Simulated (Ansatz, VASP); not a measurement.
# Ti (Titanium) in two plane-wave programs

One calculation is typed for both programs; each brings its own data sets. How far apart do they land? The cell is taken from a series of runs on this material, whose earlier steps may have relaxed, scaled, displaced or heated it; both programs get it as it stands.

Calculated with Ansatz 0.2.0; plane waves, with VASP 6.6.1 beside it; zone-centre phonons at PBEsol.

## Step 1: Set-up

The structure is hexagonal, space group P6_3/mmc (No. 194). Conventional cell: a = 2.860 Å, b = 2.860 Å, c = 4.530 Å, α = 90.00°, β = 90.00°, γ = 120.00°. Nearest to Ti lie 12 Ti at 2.80 to 2.86 Å.

## Step 2: VASP: zone-centre phonons, PBEsol

Second derivatives magnify differences that forces hide, and they need a tight electronic threshold.

Lines of VASP's logs that name or quote its potential files are left out, and so is its time.

Input file INCAR:

```
SYSTEM = Ti
PREC = Accurate
ENCUT = 500
EDIFF = 1E-08
NELM = 120
ISMEAR = 1
SIGMA = 0.2
LREAL = .FALSE.
ALGO = Normal
GGA = PS
NBANDS = 18
LASPH = .TRUE.
LORBIT = 11
LWAVE = .FALSE.
LCHARG = .FALSE.
ISIF = 2
IBRION = 8
GGA_COMPAT = .FALSE.
KPAR = 2
```

Input file POSCAR:

```
Ti
1.0
    2.8600623205      0.0000000000      0.0000000000
   -1.4300311603      2.4768866259      0.0000000000
    0.0000000000      0.0000000000      4.5304578266
Ti
2
Direct
    0.3333333333      0.6666666667      0.2500000000
    0.6666666667      0.3333333333      0.7500000000
```

Input file KPOINTS:

```
Automatic mesh
0
Gamma
18 18 12
0 0 0
```

The projector-augmented-wave data sets are Ti_sv (PBE family, release 64).

Started as:

```
$ mpirun -np 2 vasp_std
```

Numbers of over 12 decimals in the logs are rounded to 6 here.

Output:

```text
[banner, memory and clock lines left out]
running    2 mpi-ranks, on    1 nodes
 distrk:  each k-point on    1 cores,    2 groups
 distr:  one band on    1 cores,    1 groups

 POSCAR found type information on POSCAR Ti
 POSCAR found :  1 types and       2 ions
|                                                                             |
|               ----> ADVICE to this user running VASP <----                  |
|                                                                             |
|     You enforced a specific xc type in the INCAR file but a different       |
|     [... a line on the potential file left out ...]
|     I HOPE YOU KNOW WHAT YOU ARE DOING!                                     |
|                                                                             |

 LDA part: xc-table for (Slater+PW92), standard interpolation
 POSCAR, INCAR and KPOINTS ok, starting setup
 FFT: planning ... GRIDC
 FFT: planning ... GRID_SOFT
 FFT: planning ... GRID
 WAVECAR not read
 entering main loop
       N       E                     dE             d eps       ncg     rms          rms(c)
DAV:   1     0.254440100941E+03    0.25444E+03   -0.13042E+04  9348   0.165E+03
DAV:   2     0.109775744697E+02   -0.24346E+03   -0.24023E+03  9530   0.452E+02
DAV:   3    -0.175949506245E+02   -0.28573E+02   -0.28171E+02 17514   0.127E+02
DAV:   4    -0.186974596417E+02   -0.11025E+01   -0.11010E+01 10604   0.262E+01
DAV:   5    -0.187478854654E+02   -0.50426E-01   -0.50416E-01 14350   0.407E+00    0.134E+01
DAV:   6    -0.166573804338E+02    0.20905E+01   -0.72878E+00 11002   0.291E+01    0.351E+00
DAV:   7    -0.166338197224E+02    0.23561E-01   -0.89165E-01 14204   0.737E+00    0.214E+00
DAV:   8    -0.166674757515E+02   -0.33656E-01   -0.25147E-01 10750   0.606E+00    0.817E-01
DAV:   9    -0.166572375139E+02    0.10238E-01   -0.56608E-02 10934   0.262E+00    0.810E-02
DAV:  10    -0.166577262784E+02   -0.48876E-03   -0.35685E-03 13682   0.408E-01    0.984E-02
DAV:  11    -0.166577548478E+02   -0.28569E-04   -0.22877E-04 11456   0.128E-01    0.406E-02
DAV:  12    -0.166577450228E+02    0.98250E-05   -0.42792E-05 11214   0.625E-02    0.408E-03
DAV:  13    -0.166577447853E+02    0.23752E-06   -0.19903E-06 13314   0.110E-02    0.156E-03
DAV:  14    -0.166577449430E+02   -0.15770E-06   -0.23697E-07 10660   0.380E-03    0.478E-04
DAV:  15    -0.166577450465E+02   -0.10347E-06   -0.41694E-08 10350   0.104E-03    0.145E-04
DAV:  16    -0.166577450406E+02    0.58681E-08   -0.12041E-09  5288   0.291E-04
   1 F= -.16657745E+02 E0= -.16659125E+02  d E =0.414048E-02
 Linear response reoptimize wavefunctions to high precision
DAV:   1    -0.166577450282E+02    0.12410E-07   -0.85605E-10  5490   0.307E-04
DAV:   2    -0.166577450282E+02   -0.63665E-11   -0.19468E-10  5172   0.131E-04
 Linear response DOF=           2
 Linear response progress:
  Degree of freedom:   1/  2
       N       E                     dE             d eps       ncg     rms          rms(c)
RMM:   1    -0.559654248349E+00   -0.55965E+00    0.28656E+01 41452   0.144E+02
RMM:   2    -0.534099261240E+00    0.25555E-01   -0.33972E-01 75691   0.475E+00    0.292E-01
RMM:   3    -0.531165574052E+00    0.29337E-02   -0.20365E-02 84316   0.126E+00    0.131E-01
RMM:   4    -0.531558565121E+00   -0.39299E-03   -0.78229E-03 99050   0.545E-01    0.185E-02
RMM:   5    -0.532187060128E+00   -0.62850E-03   -0.17504E-03104490   0.214E-01    0.108E-02
RMM:   6    -0.532604024434E+00   -0.41696E-03   -0.70721E-04102472   0.107E-01    0.123E-02
RMM:   7    -0.533032256901E+00   -0.42823E-03   -0.14433E-04 96188   0.520E-02    0.396E-03
RMM:   8    -0.533280188068E+00   -0.24793E-03   -0.53213E-05102638   0.290E-02    0.880E-04
RMM:   9    -0.533301350321E+00   -0.21162E-04   -0.18588E-05106682   0.150E-02    0.562E-04
RMM:  10    -0.533318855488E+00   -0.17505E-04    0.99567E-06104657   0.801E-03    0.182E-04
RMM:  11    -0.533330289090E+00   -0.11434E-04   -0.79877E-06106037   0.459E-03    0.168E-04
RMM:  12    -0.533327452129E+00    0.28370E-05    0.32733E-06104386   0.263E-03    0.435E-05
RMM:  13    -0.533324289248E+00    0.31629E-05   -0.38711E-06104012   0.171E-03    0.957E-05
RMM:  14    -0.533329476003E+00   -0.51868E-05    0.24741E-07 97522   0.117E-03    0.330E-05
RMM:  15    -0.533328872649E+00    0.60335E-06   -0.33608E-06107749   0.809E-04    0.146E-05
RMM:  16    -0.533328953234E+00   -0.80585E-07    0.28903E-08105932   0.583E-04    0.195E-05
RMM:  17    -0.533328217547E+00    0.73569E-06   -0.19516E-06100865   0.451E-04    0.299E-05
RMM:  18    -0.533328345512E+00   -0.12796E-06   -0.11572E-07 96590   0.370E-04    0.179E-05
RMM:  19    -0.533328360034E+00   -0.14522E-07   -0.11978E-06102052   0.304E-04    0.179E-05
RMM:  20    -0.533328394496E+00   -0.34462E-07   -0.17006E-07105171   0.255E-04    0.167E-05
RMM:  21    -0.533328378464E+00    0.16032E-07   -0.55578E-07107833   0.219E-04    0.182E-05
 first order change of Fermi-energy   0.55622E-04
 force on displaced ion       1 direction 1 :  -1.350  -0.001   0.000
 Linear response progress:
  Degree of freedom:   2/  2
       N       E                     dE             d eps       ncg     rms          rms(c)
RMM:   1    -0.670610957609E+00   -0.67061E+00    0.31708E+01 14253   0.146E+02
RMM:   2    -0.632266046822E+00    0.38345E-01   -0.34492E-01 26425   0.481E+00    0.304E-01
RMM:   3    -0.630347497535E+00    0.19185E-02   -0.25958E-02 28776   0.132E+00    0.135E-01
RMM:   4    -0.631614049155E+00   -0.12666E-02   -0.98415E-03 33014   0.585E-01    0.463E-02
RMM:   5    -0.632104248944E+00   -0.49020E-03   -0.21751E-03 31436   0.247E-01    0.221E-02
RMM:   6    -0.632650471508E+00   -0.54622E-03   -0.81088E-04 34689   0.131E-01    0.112E-02
RMM:   7    -0.632949493453E+00   -0.29902E-03   -0.13337E-04 34962   0.583E-02    0.781E-03
RMM:   8    -0.633521763111E+00   -0.57227E-03   -0.46449E-05 30979   0.354E-02    0.295E-03
RMM:   9    -0.633531944866E+00   -0.10182E-04   -0.16627E-05 34520   0.180E-02    0.131E-03
RMM:  10    -0.633498252777E+00    0.33692E-04   -0.15847E-05 34692   0.101E-02    0.316E-04
RMM:  11    -0.633501103373E+00   -0.28506E-05   -0.11412E-05 36083   0.576E-03    0.279E-04
RMM:  12    -0.633508599139E+00   -0.74958E-05   -0.10281E-05 34989   0.358E-03    0.118E-04
RMM:  13    -0.633514623227E+00   -0.60241E-05   -0.77795E-06 35606   0.242E-03    0.120E-04
RMM:  14    -0.633512037486E+00    0.25857E-05   -0.76453E-06 34974   0.166E-03    0.235E-05
RMM:  15    -0.633512295200E+00   -0.25771E-06   -0.60736E-06 36307   0.121E-03    0.242E-05
RMM:  16    -0.633512303824E+00   -0.86237E-08   -0.59612E-06 36294   0.930E-04    0.320E-05
RMM:  17    -0.633512034251E+00    0.26957E-06   -0.40295E-06 35010   0.762E-04    0.434E-05
RMM:  18    -0.633512081758E+00   -0.47507E-07   -0.40129E-06 36156   0.638E-04    0.471E-05
RMM:  19    -0.633511995198E+00    0.86560E-07   -0.32313E-06 34228   0.552E-04    0.529E-05
RMM:  20    -0.633511979529E+00    0.15669E-07   -0.34509E-06 33292   0.492E-04    0.610E-05
RMM:  21    -0.633511999182E+00   -0.19653E-07   -0.24103E-06 37057   0.438E-04    0.636E-05
RMM:  22    -0.633512032126E+00   -0.32944E-07   -0.24745E-06 34856   0.397E-04    0.663E-05
RMM:  23    -0.633512069155E+00   -0.37029E-07   -0.21434E-06 32817   0.368E-04    0.670E-05
 first order change of Fermi-energy  -0.19816E-03
 force on displaced ion       1 direction 3 :   0.000   0.000  -4.193
 Linear response finished
```

OUTCAR, selected parts (step 2):

```text
ion  position               nearest neighbor table
   1  0.333  0.667  0.250-   2 2.80   2 2.80   2 2.80   2 2.80   2 2.80   2 2.80
   2  0.667  0.333  0.750-   1 2.80   1 2.80   1 2.80   1 2.80   1 2.80   1 2.80

  LATTYP: Found a hexagonal cell.
 ALAT       =     2.8600623205
 C/A-ratio  =     1.5840416463

 Subroutine GETGRP returns: Found 24 space group operations
 (whereof 12 operations were pure point group operations)

The static configuration has the point symmetry D_3d.
 The point group associated with its full space group is D_6h.

 Found    259 irreducible k-points:

   k-points           NKPTS =    259   k-points in BZ     NKDIM =    259   number of bands    NBANDS=     18

   dimension x,y,z NGX =    24 NGY =   24 NGZ =   36
   dimension x,y,z NGXF=    48 NGYF=   48 NGZF=   72

   ENCUT  =  500.0 eV  36.75 Ry    6.06 a.u.   5.21  5.21  8.26*2*pi/ulx,y,z

   NELECT =      24.0000    total number of electrons

 k-points in reciprocal lattice and weights: Automatic mesh
   0.00000000  0.00000000  0.00000000       0.000
   0.05555556  0.00000000  0.00000000       0.002
   0.11111111  0.00000000  0.00000000       0.002
   0.16666667  0.00000000  0.00000000       0.002
   0.22222222  0.00000000  0.00000000       0.002
   0.27777778  0.00000000  0.00000000       0.002
   0.33333333  0.00000000  0.00000000       0.002
   0.38888889 -0.00000000  0.00000000       0.002
   0.44444444  0.00000000  0.00000000       0.002
[...]
0.33333333  0.27777778  0.50000000       0.003
   0.33333333  0.33333333  0.50000000       0.001

 average (electrostatic) potential at core
       1 -71.2563       2 -71.2563

  Total        0.9695112      0.9695112      0.9718062     -0.0000000      0.0000000      0.0000000
  in kB       48.3993698     48.3993698     48.5139383     -0.0000000      0.0000000      0.0000000
  external PRESSURE =      48.4375593 kB  Pullay stress =       0.0000000 kB

  energy-cutoff  :      500.00
  volume of cell :       32.09
      direct lattice vectors                 reciprocal lattice vectors
     2.860062320  0.000000000  0.000000000     0.349642731  0.201866325  0.000000000
    -1.430031160  2.476886626  0.000000000     0.000000000  0.403732650  0.000000000
     0.000000000  0.000000000  4.530457827     0.000000000  0.000000000  0.220728244

 POSITION                                       TOTAL-FORCE (eV/Angst)
 -----------------------------------------------------------------------------------
     -0.00000      1.65126      1.13261        -0.000000      0.000000      0.000000
      1.43003      0.82563      3.39784         0.000000     -0.000000      0.000000
 -----------------------------------------------------------------------------------
    total drift:                               -0.000000      0.000000     -0.000000

 Eigenvectors and eigenvalues of the dynamical matrix
 ----------------------------------------------------

   1 f  =    6.542892 THz    41.110205 2PiTHz  218.247396 cm-1    27.059216 meV
             X         Y         Z           dx          dy          dz
     -0.000000  1.651258  1.132614    -0.000000    0.000000   -0.707107
      1.430031  0.825629  3.397843     0.000000    0.000000    0.707107

   2 f  =    3.712836 THz    23.328434 2PiTHz  123.846867 cm-1    15.355048 meV
             X         Y         Z           dx          dy          dz
     -0.000000  1.651258  1.132614    -0.664546    0.241615    0.000000
      1.430031  0.825629  3.397843     0.664546   -0.241615    0.000000

   3 f  =    3.712836 THz    23.328434 2PiTHz  123.846867 cm-1    15.355048 meV
             X         Y         Z           dx          dy          dz
     -0.000000  1.651258  1.132614    -0.241615   -0.664546    0.000000
      1.430031  0.825629  3.397843     0.241615    0.664546    0.000000

   4 f  =    0.000000 THz     0.000000 2PiTHz    0.000001 cm-1     0.000000 meV
             X         Y         Z           dx          dy          dz
     -0.000000  1.651258  1.132614    -0.679706    0.194935    0.000000
      1.430031  0.825629  3.397843    -0.679706    0.194935    0.000000

   5 f  =    0.000000 THz     0.000000 2PiTHz    0.000000 cm-1     0.000000 meV
             X         Y         Z           dx          dy          dz
     -0.000000  1.651258  1.132614     0.000000    0.000000    0.707107
      1.430031  0.825629  3.397843    -0.000000    0.000000    0.707107

   6 f/i=    0.000000 THz     0.000000 2PiTHz    0.000002 cm-1     0.000000 meV
             X         Y         Z           dx          dy          dz
     -0.000000  1.651258  1.132614    -0.194935   -0.679706   -0.000000
      1.430031  0.825629  3.397843    -0.194935   -0.679706    0.000000

 ELASTIC MODULI CONTR FROM IONIC RELAXATION (kBar)
 Direction    XX          YY          ZZ          XY          YZ          ZX
 --------------------------------------------------------------------------------
 XX        -199.8149    199.8149      0.0000      0.0000      0.0000      0.0000
 YY         199.8149   -199.8149      0.0000      0.0000      0.0000      0.0000
 ZZ           0.0000      0.0000      0.0000      0.0000      0.0000      0.0000
 XY           0.0000      0.0000      0.0000   -199.8149      0.0000     -0.0000
 YZ           0.0000      0.0000      0.0000      0.0000      0.0000      0.0000
 ZX           0.0000      0.0000      0.0000     -0.0000      0.0000     -0.0000
 --------------------------------------------------------------------------------
```

(Part 1 of 2 ends here.)

[Lines on the potential files, build, host, timing and source positions are cut from VASP's logs without a mark.]

[Logs are printed without paths, hosts, clocks, repeated set-up lines and the standing remarks that a program may print on its own settings, such as how far it seeks lower states.]

[Hosts, paths, dates, database ids (printed as entryN), source tags and the programs' standing remarks are cut or masked in the printed files.]
